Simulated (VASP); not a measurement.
Method: PBEsol GGA, VASP's PBE PAW potentials (set 64) (plane waves; VASP 6.6.1).

The input files of a VASP run:

**POSCAR**
```
TaN
1
    0.0000000000     2.1752800000     2.1752800000
    2.1752800000     0.0000000000     2.1752800000
    2.1752800000     2.1752800000     0.0000000000
Ta N
1 1
Direct
  0.5000000000   0.5000000000   0.5000000000
  0.0000000000   0.0000000000   0.0000000000
```

### KPOINTS
```
Automatic mesh
0
Gamma
13 13 13
0 0 0
```

**INCAR**
```
NELM  =  100   # most electronic steps
ALGO  =  Normal
LWAVE  =  .FALSE.
LREAL  =  .FALSE.   # projection in real space or not
PREC  =  Accurate
ENCUT  =  400   # plane-wave cut-off (eV)
ISMEAR  =  0   # Gaussian
SYSTEM  =  TaN
LASPH  =  .TRUE.   # aspherical one-centre terms
SIGMA  =  0.2
LCHARG  =  .FALSE.
ISIF  =  2
LMAXMIX  =  6
GGA  =  PS   # PBEsol
EDIFF  =  1E-6
```

POTCAR, in this order: Ta_pv N (PBE.64 set). Program: vasp_std.

Output of the run:

### OSZICAR
```
       N       E                     dE             d eps       ncg     rms          rms(c)
DAV:   1     0.719535946185E+02    0.71954E+02   -0.78891E+03  2048   0.116E+03
DAV:   2    -0.230548892466E+02   -0.95008E+02   -0.90820E+02  2364   0.296E+02
DAV:   3    -0.259406652736E+02   -0.28858E+01   -0.28011E+01  2488   0.478E+01
DAV:   4    -0.259710463894E+02   -0.30381E-01   -0.30326E-01  2248   0.468E+00
DAV:   5    -0.259714202381E+02   -0.37385E-03   -0.37363E-03  2564   0.400E-01    0.268E+01
DAV:   6    -0.233377833894E+02    0.26336E+01   -0.10486E+01  2344   0.307E+01    0.117E+01
DAV:   7    -0.232499944205E+02    0.87789E-01   -0.36928E-01  2144   0.579E+00    0.748E+00
DAV:   8    -0.232178468122E+02    0.32148E-01   -0.11148E-01  2436   0.322E+00    0.991E-01
DAV:   9    -0.232145815058E+02    0.32653E-02   -0.16978E-02  2300   0.104E+00    0.351E-01
DAV:  10    -0.232144082377E+02    0.17327E-03   -0.17851E-03  2296   0.430E-01    0.921E-02
DAV:  11    -0.232143501584E+02    0.58079E-04   -0.25627E-04  2276   0.128E-01    0.159E-02
DAV:  12    -0.232143500114E+02    0.14700E-06   -0.65137E-06  2208   0.247E-02
   1 F= -.23214350E+02 E0= -.23208439E+02  d E =-.118224E-01
```

File OUTCAR:
```
------------------------ aborting loop because EDIFF is reached ----------------------------------------
  FORCE on cell =-STRESS in cart. coord.  units (eV):
  Direction    XX          YY          ZZ          XY          YZ          ZX
  --------------------------------------------------------------------------------------
  Total        0.5004859      0.5004859      0.5004859     -0.0000000     -0.0000000      0.0000000
  in kB       38.9517457     38.9517457     38.9517457     -0.0000000     -0.0000000      0.0000000
  external PRESSURE =      38.9517457 kB  Pullay stress =       0.0000000 kB
  volume of cell :       20.59
      direct lattice vectors                 reciprocal lattice vectors
     0.000000000  2.175280000  2.175280000    -0.229855467  0.229855467  0.229855467
     2.175280000  0.000000000  2.175280000     0.229855467 -0.229855467  0.229855467
     2.175280000  2.175280000  0.000000000     0.229855467  0.229855467 -0.229855467
 POSITION                                       TOTAL-FORCE (eV/Angst)
 -----------------------------------------------------------------------------------
      2.17528      2.17528      2.17528         0.000000      0.000000      0.000000
      0.00000      0.00000      0.00000         0.000000     -0.000000      0.000000
 -----------------------------------------------------------------------------------
    total drift:                                0.000000      0.000000      0.000000
  FREE ENERGIE OF THE ION-ELECTRON SYSTEM (eV)
  ---------------------------------------------------
  free  energy   TOTEN  =       -23.2143500114 eV

  energy  without entropy=      -23.2025275930  energy(sigma->0) =      -23.20843880
```
(Selected blocks of OUTCAR.)

File OUTCAR:
```
 val. band max:        9.6529087666   @ k =   0.2308   0.1538   0.0769

 cond. band min:       9.7836545714   @ k =   0.0000   0.0000   0.0000


 Fermi energy:         9.7762757784

 k-point     1 :       0.0000    0.0000    0.0000
  band No.  band energies     occupation
      1     -25.8907      2.00000
      2     -25.8907      2.00000
      3     -25.8907      2.00000
      4      -9.3352      2.00000
      5       5.8775      2.00000
      6       5.8775      2.00000
      7       5.8775      2.00000
      8       7.5282      2.00000
      9       7.5282      2.00000
     10       7.5282      2.00000
     11       9.7837      0.95839
     12       9.7837      0.95839

 k-point     2 :       0.0769    0.0000    0.0000
  band No.  band energies     occupation
      1     -25.9516      2.00000
      2     -25.8961      2.00000
      3     -25.8961      2.00000
      4      -9.1805      2.00000
      5       5.1123      2.00000
      6       5.3486      2.00000
      7       5.3486      2.00000
      8       7.7692      2.00000
      9       7.7692      2.00000
     10       7.8625      2.00000
     11      10.3978      0.00001
     12      10.3978      0.00001

 k-point     3 :       0.1538    0.0000    0.0000
  band No.  band energies     occupation
      1     -26.1164      2.00000
      2     -25.9109      2.00000
      3     -25.9109      2.00000
      4      -8.7422      2.00000
      5       3.7171      2.00000
      6       4.3881      2.00000
      7       4.3881      2.00000
      8       8.2986      2.00000
      9       8.3142      2.00000
     10       8.3142      2.00000
     11      11.7807      0.00000
     12      11.7807      0.00000

 k-point     4 :       0.2308    0.0000    0.0000
  band No.  band energies     occupation
      1     -26.3403      2.00000
      2     -25.9317      2.00000
      3     -25.9317      2.00000
      4      -8.0920      2.00000
      5       2.2570      2.00000
      6       3.4692      2.00000
...
```

At this cut-off the stress carries a Pulay error, which pulls relaxed volumes low. Unless said otherwise, spin-orbit coupling is left out, though it shifts the bands of the heavy elements here.

The structure comes from a computed database's TaN entry; how it stands against other phases isn't given here. The cell was not relaxed at this level. The run is one of a series of settings (GGA = PS against the base run), some of them coarse on purpose. VASP warned that the highest band is occupied, so more bands are needed.
